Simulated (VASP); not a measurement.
OSZICAR of a VASP run on SiO$_{2}$ (rutile):

### OSZICAR
```
       N       E                     dE             d eps       ncg     rms          rms(c)
DAV:   1     0.185306874292E+03    0.18531E+03   -0.20438E+04  2000   0.180E+03
DAV:   2    -0.455631614723E+02   -0.23087E+03   -0.22149E+03  2624   0.352E+02
DAV:   3    -0.530195726375E+02   -0.74564E+01   -0.74288E+01  2396   0.672E+01
DAV:   4    -0.530780294384E+02   -0.58457E-01   -0.58367E-01  2388   0.657E+00
DAV:   5    -0.530786259009E+02   -0.59646E-03   -0.59638E-03  2324   0.651E-01    0.187E+01
DAV:   6    -0.487179936656E+02    0.43606E+01   -0.16168E+01  2268   0.289E+01    0.900E+00
DAV:   7    -0.486678767414E+02    0.50117E-01   -0.61886E-01  2372   0.534E+00    0.325E+00
DAV:   8    -0.486588844236E+02    0.89923E-02   -0.22475E-02  2280   0.150E+00    0.101E+00
DAV:   9    -0.486588347545E+02    0.49669E-04   -0.51617E-03  2388   0.711E-01    0.268E-01
DAV:  10    -0.486589100722E+02   -0.75318E-04   -0.13144E-04  2336   0.104E-01    0.254E-02
DAV:  11    -0.486589086620E+02    0.14102E-05   -0.28630E-05  2340   0.407E-02    0.394E-03
DAV:  12    -0.486589086120E+02    0.50043E-07   -0.10583E-06  1440   0.102E-02
   1 F= -.36487118E+02 E0= -.36487118E+02  d E =-.364871E+02
       N       E                     dE             d eps       ncg     rms          rms(c)
DAV:   1    -0.485956922137E+02    0.63216E-01   -0.35863E+01  2264   0.573E+01    0.996E+00
DAV:   2    -0.473250138769E+02    0.12707E+01   -0.41522E+00  2252   0.161E+01    0.257E+00
DAV:   3    -0.472614310769E+02    0.63583E-01   -0.32116E-01  2268   0.424E+00    0.860E-01
DAV:   4    -0.472507149703E+02    0.10716E-01   -0.17366E-02  2260   0.112E+00    0.279E-01
DAV:   5    -0.472498675803E+02    0.84739E-03   -0.17810E-03  2348   0.334E-01    0.105E-01
DAV:   6    -0.472499045263E+02   -0.36946E-04   -0.52526E-05  2268   0.637E-02    0.247E-02
DAV:   7    -0.472499015482E+02    0.29781E-05   -0.38524E-05  2344   0.477E-02    0.558E-03
DAV:   8    -0.472499016331E+02   -0.84902E-07   -0.58549E-07  1332   0.675E-03
   2 F= -.36239793E+02 E0= -.36239793E+02  d E =0.247325E+00
       N       E                     dE             d eps       ncg     rms          rms(c)
DAV:   1    -0.489811757669E+02   -0.17313E+01   -0.16272E+01  2268   0.371E+01    0.663E+00
DAV:   2    -0.483781469655E+02    0.60303E+00   -0.21052E+00  2228   0.116E+01    0.158E+00
DAV:   3    -0.483537399161E+02    0.24407E-01   -0.12104E-01  2252   0.256E+00    0.788E-01
DAV:   4    -0.483486968377E+02    0.50431E-02   -0.50622E-03  2232   0.604E-01    0.328E-01
DAV:   5    -0.483478355539E+02    0.86128E-03   -0.11633E-03  2332   0.254E-01    0.585E-02
DAV:   6    -0.483478415270E+02   -0.59732E-05   -0.64814E-05  2248   0.651E-02    0.193E-02
DAV:   7    -0.483478347030E+02    0.68240E-05   -0.24782E-05  2304   0.378E-02    0.518E-03
DAV:   8    -0.483478344419E+02    0.26111E-06   -0.33499E-07  1248   0.495E-03
   3 F= -.36553704E+02 E0= -.36553704E+02  d E =-.665862E-01
       N       E                     dE             d eps       ncg     rms          rms(c)
DAV:   1    -0.483396109149E+02    0.82238E-02   -0.17470E-03  2276   0.389E-01    0.689E-02
DAV:   2    -0.483395459415E+02    0.64973E-04   -0.22692E-04  2248   0.119E-01    0.162E-02
DAV:   3    -0.483395434593E+02    0.24822E-05   -0.13044E-05  2272   0.267E-02    0.701E-03
DAV:   4    -0.483395430969E+02    0.36241E-06   -0.61007E-07  1116   0.684E-03
   4 F= -.36553740E+02 E0= -.36553740E+02  d E =-.666219E-01
       N       E                     dE             d eps       ncg     rms          rms(c)
DAV:   1    -0.483198827635E+02    0.19661E-01   -0.15188E+00  2076   0.106E+01    0.398E-01
DAV:   2    -0.483216678200E+02   -0.17851E-02   -0.40730E-02  2360   0.165E+00    0.184E-01
DAV:   3    -0.483206697110E+02    0.99811E-03   -0.98797E-04  2340   0.337E-01    0.725E-02
DAV:   4    -0.483205496717E+02    0.12004E-03   -0.65204E-04  2360   0.224E-01    0.167E-02
DAV:   5    -0.483205523154E+02   -0.26438E-05   -0.70304E-05  2312   0.716E-02    0.977E-03
DAV:   6    -0.483205517534E+02    0.56205E-06   -0.23665E-06  1512   0.141E-02
   5 F= -.36554668E+02 E0= -.36554668E+02  d E =-.928252E-03
       N       E                     dE             d eps       ncg     rms          rms(c)
DAV:   1    -0.483298869197E+02   -0.93346E-02   -0.27021E-01  2052   0.447E+00    0.168E-01
DAV:   2    -0.483302095323E+02   -0.32261E-03   -0.72243E-03  2364   0.696E-01    0.780E-02
DAV:   3    -0.483300326783E+02    0.17685E-03   -0.17859E-04  2332   0.142E-01    0.309E-02
DAV:   4    -0.483300116589E+02    0.21019E-04   -0.11088E-04  2360   0.922E-02    0.689E-03
DAV:   5    -0.483300117909E+02   -0.13202E-06   -0.11609E-05  2244   0.288E-02    0.396E-03
DAV:   6    -0.483300116213E+02    0.16961E-06   -0.41365E-07  1188   0.585E-03
   6 F= -.36555716E+02 E0= -.36555716E+02  d E =-.197578E-02
```

Task: Which electronic solver shows in the log?

Result: It is blocked Davidson (ALGO = Normal, or the opening steps of other solvers). The INCAR had ALGO = Normal.

Task: Can the final energy be trusted as converged?

Result: The calculation finished and met its thresholds. It stopped with EDIFF = 1E-6, NELM = 100, NSW = 40 and EDIFFG = -0.02 after 6 ionic steps (PBEsol GGA, plane waves, VASP's PBE PAW potentials (set 64)). Energy and stress use the plane-wave basis of the starting cell.

The compound is SiO2 in the rutile structure, stishovite, a high-pressure form. This run relaxes it under an external pressure of 45 GPa. Symmetry was kept, so distortions that lower it aren't found.
